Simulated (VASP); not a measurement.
Here is the system:

```xyz
1
Lattice="-1.3969 1.3969 1.3969 1.3969 -1.3969 1.3969 1.3969 1.3969 -1.3969" Properties=species:S:1:pos:R:3 pbc="T T T"
Ni     0.0000     0.0000     0.0000
```
Starting moments (μB, in the order of the record's atoms Ni): 2.0.

Level of theory: r2SCAN meta-GGA, VASP's PBE PAW potentials (set 64) (plane waves; VASP). Numerical set-up: 400 eV cut-off, 16×16×16 Γ-centred mesh, first-order Methfessel-Paxton smearing of 0.10 eV, potentials Ni.

Energy and stress use the plane-wave basis of the starting cell.

Task: The ions, cell shape and volume are relaxed. Predict the relaxed structure.

Result: 
```xyz
1
Lattice="-1.3814 1.3814 1.3814 1.3814 -1.3814 1.3814 1.3814 1.3814 -1.3814" Properties=species:S:1:pos:R:3 pbc="T T T"
Ni     0.0000     0.0000     0.0000
```
Space group Im-3m (229), at a tolerance of 0.03 Å. The cell ends with 0.58 μB, on the sites 0.60 μB.

Task: How do energy and volume change from the first to the last step?

Result: The energy (σ→0) changes by -7.8 meV/atom and the volume by -3.3 %, in 3 ionic steps.

The structure was generated: Ni was put into the bcc type (Im-3m), which need not be its known phase. This run relaxes it. Symmetry was kept, so distortions that lower it aren't found.
